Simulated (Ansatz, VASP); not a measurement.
## GaAs: VASP beside Ansatz

Wanted: the spread between two codes on one cell, functional and k mesh. The cell is taken from a series of runs on this material, whose earlier steps may have relaxed, scaled, displaced or heated it; both programs get it as it stands.

Main program and level: Ansatz 0.2.0; plane waves, with VASP 6.6.1 beside it; G0W0 gap at HSE06 form with 35 % exact exchange, screening 0.2078 1/A with an exact-exchange share of 0.35.

## 1. The structure

It takes space group F-43m (No. 216, cubic). Conventional cell: a = 5.654 Å, b = 5.654 Å, c = 5.654 Å, α = 90.00°, β = 90.00°, γ = 90.00°. Nearest to Ga lie 4 As at 2.45 Å. Nearest to As lie 4 Ga at 2.45 Å. Farther neighbours are not listed.

Structure file:

```xyz
2
Lattice="0.0000 2.8268 2.8268 2.8268 0.0000 2.8268 2.8268 2.8268 0.0000" Properties=species:S:1:pos:R:3 pbc="T T T"
Ga    0.0000    0.0000    0.0000
As    1.4134    1.4134    1.4134
```

## 2. VASP: G0W0 gap, HSE06 form with 35 % exact exchange, screening 0.2078 1/A with an exact-exchange share of 0.35

Quasiparticle shifts depend on high empty states and on the cores, so they are the hardest test of two PAW sets.

Lines of VASP's logs that name or quote its potential files are left out, and so is its time.

The run reads the wave functions of an earlier VASP run, which isn't shown here.

Input file INCAR:

```
SYSTEM = GaAs
PREC = Accurate
ENCUT = 430
ISMEAR = 0
SIGMA = 0.01
LREAL = .FALSE.
LHFCALC = .TRUE.
AEXX = 0.35
GGA = PE
HFSCREEN = 0.2078
LASPH = .TRUE.
NBANDS = 200
PRECFOCK = Fast
ALGO = EVGW0
NELMGW = 1
ENCUTGW = 150
NOMEGA = 64
NBANDSGW = 24
LWAVE = .FALSE.
LCHARG = .FALSE.
```

Input file POSCAR:

```
GaAs
1.0
    0.0000000000      2.8268500000      2.8268500000
    2.8268500000      0.0000000000      2.8268500000
    2.8268500000      2.8268500000      0.0000000000
Ga As
1 1
Direct
    0.0000000000      0.0000000000      0.0000000000
    0.2500000000      0.2500000000      0.2500000000
```

Input file KPOINTS:

```
Automatic mesh
0
Gamma
6 6 6
0 0 0
```

The projector-augmented-wave data sets are Ga_d_GW and As_GW (PBE family, release 64).

Run with:

```sh
> mpirun -np 8 vasp_std
```

Numbers of over 12 decimals in the logs are rounded to 6 here.

What it wrote:

```text
[banner, memory and clock lines left out]
running    8 mpi-ranks, on    1 nodes
 distrk:  each k-point on    8 cores,    1 groups
 distr:  one band on    1 cores,    8 groups

 POSCAR found type information on POSCAR GaAs
 POSCAR found :  2 types and       2 ions
|                                                                             |
|           W    W    AA    RRRRR   N    N  II  N    N   GGGG   !!!           |
|           W    W   A  A   R    R  NN   N  II  NN   N  G    G  !!!           |
|           W    W  A    A  R    R  N N  N  II  N N  N  G       !!!           |
|           W WW W  AAAAAA  RRRRR   N  N N  II  N  N N  G  GGG   !            |
|           WW  WW  A    A  R   R   N   NN  II  N   NN  G    G                |
|           W    W  A    A  R    R  N    N  II  N    N   GGGG   !!!           |
|                                                                             |
|     For optimal performance we recommend to set                             |
|       NCORE = 2 up to number-of-cores-per-socket                            |
|     NCORE specifies how many cores store one orbital (NPAR=cpu/NCORE).      |
|     This setting can greatly improve the performance of VASP for DFT.       |
|     The default, NCORE=1 might be grossly inefficient on modern             |
|     multi-core architectures or massively parallel machines. Do your        |
|     Unfortunately you need to use the default for GW and RPA                |
|     calculations (for HF NCORE is supported but not extensively tested      |
|     yet).                                                                   |
|                                                                             |

|                                                                             |
|           W    W    AA    RRRRR   N    N  II  N    N   GGGG   !!!           |
|           W    W   A  A   R    R  NN   N  II  NN   N  G    G  !!!           |
|           W    W  A    A  R    R  N N  N  II  N N  N  G       !!!           |
|           W WW W  AAAAAA  RRRRR   N  N N  II  N  N N  G  GGG   !            |
|           WW  WW  A    A  R   R   N   NN  II  N   NN  G    G                |
|           W    W  A    A  R    R  N    N  II  N    N   GGGG   !!!           |
|                                                                             |
|     The default for ENCUTGWSOFT is different in this version of VASP.       |
|     please manually set ENCUTGWSOFT =150 in the INCAR file.                 |
|                                                                             |

 LDA part: xc-table for (Slater+PW92), standard interpolation
 found WAVECAR, reading the header
 POSCAR, INCAR and KPOINTS ok, starting setup
 FFT: planning ... GRIDC
 FFT: planning ... GRID_SOFT
 FFT: planning ... GRID
 reading WAVECAR
 the WAVECAR file was read successfully
 initial charge from wavefunction
 available memory per node:     72.80 GB, setting MAXMEM to     74551

 The Fermi energy was updated, please check that it is located mid-gap
 values below the HOMO (VB) or above the LUMO (CB) will cause erroneous energies
 E-fermi :   4.1342

 calculate exact exchange contribution
 the WAVEDER file was read successfully
energies w=
    0.000    0.000    0.484    0.000    0.967    0.000    1.447    0.000
    1.924    0.000    2.398    0.000    2.866    0.000    3.329    0.000
    3.787    0.000    4.238    0.000    4.683    0.000    5.121    0.000
    5.554    0.000    5.981    0.000    6.402    0.000    6.819    0.000
    7.231    0.000    7.640    0.000    8.045    0.000    8.449    0.000
    8.850    0.000    9.251    0.000    9.653    0.000   10.055    0.000
   10.460    0.000   10.868    0.000   11.280    0.000   11.698    0.000
   12.122    0.000   12.555    0.000   12.998    0.000   13.452    0.000
   13.919    0.000   14.401    0.000   14.901    0.000   15.420    0.000
   15.962    0.000   16.530    0.000   17.127    0.000   17.758    0.000
   18.428    0.000   19.142    0.000   19.906    0.000   20.728    0.000
   21.619    0.000   22.588    0.000   23.649    0.000   24.819    0.000
   26.117    0.000   27.570    0.000   29.209    0.000   31.076    0.000
   33.223    0.000   35.722    0.000   38.670    0.000   42.201    0.000
   46.508    0.000   51.877    0.000   58.752    0.000   67.862    0.000
   80.493    0.000   99.142    0.000  129.390    0.000  186.784    0.000
 responsefunction array rank=     200
 LDA part: xc-table for (Slater+PW92), standard interpolation

 min. memory requirement per mpi rank    305.2 MB, per node   2441.9 MB

 allocating   8 responsefunctions rank=   200
 shmem allocating  64 responsefunctions rank=   200
 response function shared by NCSHMEM nodes    1
 Doing            8  frequencies on each core in blocks of           64
NQ=   1    0.0000    0.0000    0.0000,
|.........|.........|.........|.........|.........|.........|.........|.........
 performed        896000 updates of chi_q(r,r)
 total number of BLAS operations        204.77 Gflops
NQ=   2    0.1667    0.0000    0.0000,
|.........|.........|.........|.........|.........|.........|.........|.........
 performed       2445000 updates of chi_q(r,r)
 total number of BLAS operations        571.38 Gflops
NQ=   3    0.3333    0.0000    0.0000,
|.........|.........|.........|.........|.........|.........|.........|.........
 performed       3994000 updates of chi_q(r,r)
 total number of BLAS operations        986.38 Gflops
NQ=   4    0.5000    0.0000    0.0000,
|.........|.........|.........|.........|.........|.........|.........|.........
 performed       5312000 updates of chi_q(r,r)
 total number of BLAS operations       1328.16 Gflops
NQ=   5    0.1667    0.1667    0.0000,
|.........|.........|.........|.........|.........|.........|.........|.........
 performed       6861000 updates of chi_q(r,r)
 total number of BLAS operations       1734.14 Gflops
NQ=   6    0.3333    0.1667    0.0000,
|.........|.........|.........|.........|.........|.........|.........|.........
 performed       9235000 updates of chi_q(r,r)
 total number of BLAS operations       2419.92 Gflops
NQ=   7    0.5000    0.1667    0.0000,
|.........|.........|.........|.........|.........|.........|.........|.........
 performed      11609000 updates of chi_q(r,r)
 total number of BLAS operations       3105.71 Gflops
NQ=   8   -0.3333    0.1667    0.0000,
|.........|.........|.........|.........|.........|.........|.........|.........
 performed      13983000 updates of chi_q(r,r)
 total number of BLAS operations       3791.50 Gflops
NQ=   9   -0.1667    0.1667    0.0000,
|.........|.........|.........|.........|.........|.........|.........|.........
 performed      16050000 updates of chi_q(r,r)
 total number of BLAS operations       4351.45 Gflops
NQ=  10    0.3333    0.3333    0.0000,
|.........|.........|.........|.........|.........|.........|.........|.........
 performed      17599000 updates of chi_q(r,r)
 total number of BLAS operations       4817.84 Gflops
NQ=  11    0.5000    0.3333    0.0000,
|.........|.........|.........|.........|.........|.........|.........|.........
 performed      19973000 updates of chi_q(r,r)
 total number of BLAS operations       5518.14 Gflops
NQ=  12   -0.3333    0.3333    0.0000,
|.........|.........|.........|.........|.........|.........|.........|.........
 performed      22040000 updates of chi_q(r,r)
 total number of BLAS operations       6090.33 Gflops
NQ=  13    0.5000    0.5000    0.0000,
|.........|.........|.........|.........|.........|.........|.........|.........
 performed      23224000 updates of chi_q(r,r)
 total number of BLAS operations       6432.33 Gflops
NQ=  14    0.5000    0.3333    0.1667,
|.........|.........|.........|.........|.........|.........|.........|.........
 performed      25886000 updates of chi_q(r,r)
 total number of BLAS operations       7193.22 Gflops
NQ=  15   -0.3333    0.3333    0.1667,
|.........|.........|.........|.........|.........|.........|.........|.........
 performed      28395000 updates of chi_q(r,r)
 total number of BLAS operations       7948.65 Gflops
NQ=  16   -0.3333    0.5000    0.1667,
|.........|.........|.........|.........|.........|.........|.........|.........
 performed      30472000 updates of chi_q(r,r)
 total number of BLAS operations       8586.97 Gflops
 resolving degeneracies of screened two electron integrals

 calculate QP shifts <psi_nk| G(iteration)W_0 |psi_nk>: iteration 1
 entering main loop
```

OUTCAR, selected parts (step 2):

```text
ion  position               nearest neighbor table
   1  0.000  0.000  0.000-   2 2.45   2 2.45   2 2.45   2 2.45
   2  0.250  0.250  0.250-   1 2.45   1 2.45   1 2.45   1 2.45

  LATTYP: Found a face centered cubic cell.
 ALAT       =     5.6537000000

 Subroutine GETGRP returns: Found 24 space group operations
 (whereof 24 operations were pure point group operations)

The static configuration has the point symmetry T_d .

 Found     16 irreducible k-points:

   k-points           NKPTS =     16   k-points in BZ     NKDIM =    216   number of bands    NBANDS=    200

   dimension x,y,z NGX =    28 NGY =   28 NGZ =   28
   dimension x,y,z NGXF=    56 NGYF=   56 NGZF=   56

   ENCUT  =  430.0 eV  31.60 Ry    5.62 a.u.   6.76  6.76  6.76*2*pi/ulx,y,z

   NELECT =      18.0000    total number of electrons

  energy-cutoff  :      430.00
  volume of cell :       45.18
      direct lattice vectors                 reciprocal lattice vectors
     0.000000000  2.826850000  2.826850000    -0.176875321  0.176875321  0.176875321
     2.826850000  0.000000000  2.826850000     0.176875321 -0.176875321  0.176875321
     2.826850000  2.826850000  0.000000000     0.176875321  0.176875321 -0.176875321

 k-points in reciprocal lattice and weights: Automatic mesh
   0.00000000  0.00000000  0.00000000       0.005
   0.16666667  0.00000000  0.00000000       0.037
   0.33333333  0.00000000  0.00000000       0.037
   0.50000000  0.00000000  0.00000000       0.019
   0.16666667  0.16666667  0.00000000       0.028
   0.33333333  0.16666667  0.00000000       0.111
   0.50000000  0.16666667  0.00000000       0.111
  -0.33333333  0.16666667  0.00000000       0.111
  -0.16666667  0.16666667  0.00000000       0.056
[...]
-0.33333333  0.33333333  0.16666667       0.111
  -0.33333333  0.50000000  0.16666667       0.056

 E-fermi :   4.1342

 QP shifts <psi_nk| G(iteration)W_0 |psi_nk>: iteration 1
 for sc-GW calculations column KS-energies equals QP-energies in previous step
 and V_xc(KS)=  KS-energies - (<T + V_ion + V_H > + <T+V_H+V_ion>^1  + <V_x>^1)
 k-point   1 :       0.0000    0.0000    0.0000
  band No.  KS-energies  QP-energies   sigma(KS)   V_xc(KS)     V^pw_x(r,r')   Z            occupation Imag(sigma)
    ...
      6     -11.1746     -10.2212     -12.0072     -13.4248     -18.0681       0.6726       2.0000       0.8811
      7       3.2489       3.1339     -12.5676     -12.4235     -13.5143       0.7979       2.0000       0.0404
      8       3.2489       3.1339     -12.5676     -12.4235     -13.5143       0.7979       2.0000       0.0404
      9       3.2489       3.1339     -12.5676     -12.4235     -13.5143       0.7979       2.0000       0.0404
     10       5.0196       5.1046     -10.5132     -10.6190      -6.9249       0.8027       0.0000      -0.0366
     11       8.1237       7.9092      -9.6249      -9.3542      -5.4993       0.7925       0.0000      -0.0520
     12       8.1237       7.9092      -9.6249      -9.3542      -5.4993       0.7925       0.0000      -0.0520
     13       8.1237       7.9092      -9.6249      -9.3542      -5.4993       0.7925       0.0000      -0.0520
    ...

 k-point   2 :       0.1667    0.0000    0.0000
  band No.  KS-energies  QP-energies   sigma(KS)   V_xc(KS)     V^pw_x(r,r')   Z            occupation Imag(sigma)
    ...
      6     -10.8204      -9.8795     -12.1110     -13.4971     -18.0736       0.6788       2.0000       0.8656
      7       0.4302       0.4318     -12.0306     -12.0328     -13.5506       0.7732       2.0000       0.0567
      8       2.8409       2.7271     -12.4056     -12.2628     -13.4234       0.7965       2.0000       0.0413
      9       2.8409       2.7271     -12.4056     -12.2628     -13.4234       0.7965       2.0000       0.0413
     10       6.0437       6.0254     -10.1622     -10.1392      -6.4484       0.7956       0.0000      -0.0394
     11       8.7184       8.4871      -9.7364      -9.4429      -5.4740       0.7878       0.0000      -0.0583
     12       8.7184       8.4871      -9.7364      -9.4429      -5.4740       0.7878       0.0000      -0.0583
     13       9.1391       8.9241      -9.8920      -9.6182      -5.5950       0.7852       0.0000      -0.0644
    ...

 k-point   3 :       0.3333    0.0000    0.0000
  band No.  KS-energies  QP-energies   sigma(KS)   V_xc(KS)     V^pw_x(r,r')   Z            occupation Imag(sigma)
    ...
      6      -9.8923      -8.9771     -12.4082     -13.7169     -18.1059       0.6993       2.0000       0.8075
      7      -2.6953      -2.4790     -11.6551     -11.9479     -14.4390       0.7387       2.0000       0.1496
      8       2.2316       2.1284     -12.2662     -12.1360     -13.4526       0.7920       2.0000       0.0446
      9       2.2316       2.1284     -12.2662     -12.1360     -13.4526       0.7920       2.0000       0.0446
     10       5.5690       5.5304      -9.8403      -9.7920      -6.1984       0.7996       0.0000      -0.0405
     11       9.1389       8.8850      -9.4613      -9.1382      -5.1182       0.7855       0.0000      -0.0658
     12       9.1389       8.8850      -9.4613      -9.1382      -5.1182       0.7855       0.0000      -0.0658
     13      11.9135      11.4887      -9.1868      -8.6289      -4.1228       0.7614       0.0000      -0.1512
    ...

 k-point   4 :       0.5000    0.0000    0.0000
  band No.  KS-energies  QP-energies   sigma(KS)   V_xc(KS)     V^pw_x(r,r')   Z            occupation Imag(sigma)
    ...
      6      -9.1933      -8.2966     -12.7247     -13.9822     -18.2250       0.7131       2.0000       0.7483
      7      -4.1697      -3.8434     -11.2997     -11.7493     -14.6495       0.7257       2.0000       0.2510
      8       1.9866       1.8900     -12.2316     -12.1094     -13.4922       0.7907       2.0000       0.0463
      9       1.9866       1.8900     -12.2316     -12.1094     -13.4922       0.7907       2.0000       0.0463
     10       5.3278       5.2950      -9.8302      -9.7892      -6.2426       0.8016       0.0000      -0.0401
     11       9.0438       8.7871      -9.2629      -8.9374      -4.9661       0.7886       0.0000      -0.0657
     12       9.0438       8.7871      -9.2629      -8.9374      -4.9661       0.7886       0.0000      -0.0657
     13      12.2525      11.6884      -7.4714      -6.7392      -2.4385       0.7704       0.0000      -0.1562
    ...

[... 4 further parts left out ...]
```

[end of part 1 of 2]

[Lines on the potential files, build, host, timing and source positions are cut from VASP's logs without a mark.]

[Logs are printed without paths, hosts, clocks, repeated set-up lines and the standing remarks that a program may print on its own settings, such as how far it seeks lower states.]

[Hosts, paths, dates, database ids (printed as entryN), source tags and the programs' standing remarks are cut or masked in the printed files.]
